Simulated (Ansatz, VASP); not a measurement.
Two plane-wave programs on Al2GaP3

```xyz
6
Lattice="3.2248 0.0000 0.0000 0.0000 3.2248 0.0000 0.0000 0.0000 9.8841" Properties=species:S:1:pos:R:3 pbc="T T T"
Al    0.0000    0.0000    3.3535
Al    0.0000    0.0000    6.5307
Ga    0.0000    0.0000    0.0000
P     1.6124    1.6124    1.7962
P     1.6124    1.6124    4.9421
P     1.6124    1.6124    8.0879
```

Change from the starting cell: species swapped into the Mg3HgAu2 type (P4/mmm, No. 123).

Alike in both runs: task single point; functional PBE; k mesh 6 × 6 × 2; occupations gaussian, width 0.1 eV; no spin polarisation.

```csv
,VASP,Ansatz
version,VASP 6.6.1,Ansatz 0.2.0
potentials or method,"VASP PAW PBE potentials, release 64 (Al, Ga_d, P)","scalar-relativistic, plane waves, PAW"
plane-wave cutoff (eV),520,420
valence electrons in the cell,34,34
```

|  | VASP | Ansatz | Ansatz less VASP |
| --- | --- | --- | --- |
| gap on the k mesh at the Fermi level (eV) | none | none | - |
| pressure (GPa) | -6.0 | -5.9 | +0.04 |
| largest component of the traceless stress (GPa) | 0.18 | 0.18 | -0.002 |
| rms of the force components (eV/Å) | 0.155 | 0.153 | -0.0016 |

Atom by atom the forces differ by 0.002 eV/Å (rms over components). A gap of «none» marks a metal or a gap that the smearing closes. The functional is the same, so the differences come from potentials, cutoffs and numerics.
